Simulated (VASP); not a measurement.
All values below come from PBE GGA with spin-orbit coupling, VASP's PBE PAW potentials (set 64) (plane waves; VASP).

A VASP calculation is set up with these files.

**KPOINTS**
```
Automatic mesh
0
Gamma
11 11 6
0 0 0
```

INCAR:
```
# general
SYSTEM    =Tm
PREC      =Accurate
ENCUT     =400
LREAL     =F
LASPH     =T

# electronic loop
EDIFF     =1E-6
NELM      =100
ALGO      =Normal
LMAXMIX   =6

# smearing
ISMEAR    =1
SIGMA     =0.1

# functional
GGA       =PE
GGA_COMPAT=F

# spin
MAGMOM    =6*0
LSORBIT   =T

# ions
ISIF      =2

# output
LWAVE     =F
LCHARG    =F
```

### POSCAR
```
Tm
1
    1.7700000000    -3.0657300000     0.0000000000
    1.7700000000     3.0657300000     0.0000000000
    0.0000000000     0.0000000000     5.5500000000
Tm
2
Direct
  0.3333330000   0.6666670000   0.2500000000
  0.6666670000   0.3333330000   0.7500000000
```

POTCAR, in this order: Tm_3 (PBE.64 set). Program: vasp_ncl.

The 4f electrons are frozen in the core of the lanthanide potential, so 4f levels, which can set the real gap, and their magnetism are missing.

Q: What does the run give for the energy per atom (σ→0), band gap (on the k-mesh)?

A: 
```json
{
  "energy per atom (σ→0)": "-4.774 eV/atom",
  "band gap (on the k-mesh)": "none (metal, semimetal or under 0.01 eV)"
}
```

OSZICAR:
```
...
DAV:   7    -0.954432525060E+01   -0.85957E-02   -0.45234E-02  4878   0.249E+00    0.610E+00
DAV:   8    -0.954723417667E+01   -0.29089E-02   -0.54169E-03  5322   0.813E-01    0.317E-01
DAV:   9    -0.954693161541E+01    0.30256E-03   -0.15479E-03  4508   0.363E-01    0.139E-01
DAV:  10    -0.954694626278E+01   -0.14647E-04   -0.15171E-04  5126   0.137E-01    0.261E-02
DAV:  11    -0.954694335372E+01    0.29091E-05   -0.32584E-06  4256   0.198E-02    0.947E-03
DAV:  12    -0.954694072007E+01    0.26337E-05   -0.52399E-06  4500   0.249E-02    0.977E-03
DAV:  13    -0.954694106310E+01   -0.34303E-06   -0.63115E-07  2410   0.917E-03
   1 F= -.95469411E+01 E0= -.95476869E+01  d E =0.223753E-02  mag=     0.0000    -0.0000    -0.0000
```

The compound is Tm in the hcp structure. The cell was not relaxed at this level. The run is one of a series of settings (GGA_COMPAT = .FALSE., LSORBIT = .TRUE., MAGMOM = 0 0 0 0 0 0, program vasp_ncl against the base run), some of them coarse on purpose.
